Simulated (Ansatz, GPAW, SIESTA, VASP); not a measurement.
One structure in several programs: GaGePt6 (P1, 8 atoms in the cell)

Self-consistent single point, at a second geometry (atoms moved at random). First geometry:

```
CELL_PARAMETERS angstrom
     -2.76055     2.76055     3.97615
      2.76055    -2.76055     3.97615
      2.76055     2.76055    -3.97615
ATOMIC_POSITIONS crystal
  Ga 0.00000 0.00000 0.00000
  Ge 0.50000 0.50000 0.00000
  Pt 0.94343 0.94343 0.39588
  Pt 0.05657 0.45245 0.00000
  Pt 0.54755 0.54755 0.60412
  Pt 0.45245 0.05657 0.00000
  Pt 0.50000 0.00000 0.50000
  Pt 0.00000 0.50000 0.50000
```

Second geometry:
```
CELL_PARAMETERS angstrom
     -2.76055     2.76055     3.97615
      2.76055    -2.76055     3.97615
      2.76055     2.76055    -3.97615
ATOMIC_POSITIONS crystal
  Ga 0.98838 0.00179 0.99017
  Ge 0.51023 0.49886 0.00156
  Pt 0.92162 0.93058 0.38134
  Pt 0.06403 0.45352 0.99315
  Pt 0.54846 0.54353 0.61603
  Pt 0.46668 0.06257 0.02453
  Pt 0.50037 0.00612 0.50638
  Pt 0.00020 0.50304 0.48684
```

Shared settings, as Ansatz (a program for electronic structure) writes them: kpoints.mp_grid.grid = 5 5 5; scf.occupations.method = gaussian; scf.occupations.width = 0.2 eV. Potentials and cutoffs stand in the table.

```csv
code,model,ΔF from the first geometry (meV/atom),pressure (GPa),largest force (eV/Å),cutoff
GPAW,"PBEsol, GPAW PAW datasets PBEsol (made by gpaw-setup)",33.7,-1.49,1.938,600 eV
Ansatz,"PBEsol, PAW files made with PBE",34.0,-1.69,1.941,420 eV
SIESTA,"GGA PBEsol, numerical atomic orbitals DZP, PseudoDojo PBEsol standard norm-conserving potentials (rewritten from UPF to PSML)",47.6,-1.13,2.624,grid 350 Ry
VASP,"PBEsol, VASP's PBE PAW potentials (set 64)",34.0,-2.42,1.948,300 eV
```

Size of the force on each atom (eV/Å): Sizes of forces hide their directions.

```json
[
 {"code": "GPAW", "Ga1": "0.264", "Ge2": "1.393", "Pt3": "1.938", "Pt4": "0.227", "Pt5": "1.349", "Pt6": "1.269", "Pt7": "0.803", "Pt8": "0.738"},
 {"code": "Ansatz", "Ga1": "0.248", "Ge2": "1.379", "Pt3": "1.941", "Pt4": "0.225", "Pt5": "1.354", "Pt6": "1.299", "Pt7": "0.818", "Pt8": "0.744"},
 {"code": "SIESTA", "Ga1": "0.345", "Ge2": "1.773", "Pt3": "2.624", "Pt4": "0.208", "Pt5": "1.908", "Pt6": "1.395", "Pt7": "1.003", "Pt8": "0.890"},
 {"code": "VASP", "Ga1": "0.252", "Ge2": "1.397", "Pt3": "1.948", "Pt4": "0.221", "Pt5": "1.361", "Pt6": "1.278", "Pt7": "0.807", "Pt8": "0.739"}
]
```

On Ansatz's run: spin-orbit coupling is off. Spin polarisation is off.

The spread over the programs that give each value: ΔF from the first geometry within 13.9 meV/atom; pressure within 1.29 GPa; largest force within 0.686 eV/Å.

SIESTA uses small atom-centred bases, whose incompleteness enters pressures, forces and empty levels differently from a plane-wave cutoff. Ansatz's pressure is given at a fixed set of plane waves, as the other plane-wave codes print theirs; with its correction for the finite basis it is -1.62 GPa. In the force vectors, SIESTA (by 0.683) lies more than 0.08 eV/Å from the median of the plane-wave programs.

VASP's run is marked for a possible Pulay error in its stress at this cutoff; no cutoff test was made.

The starting cell comes from a database of computed structures (which also holds hypothetical and non-ambient phases and stackings), without a prior relaxation at this level. For this run, on top of that: atoms moved at random.

Left out of this page: CP2K (not drawn, or without a comparable value).

Keys are those of Ansatz 0.2.
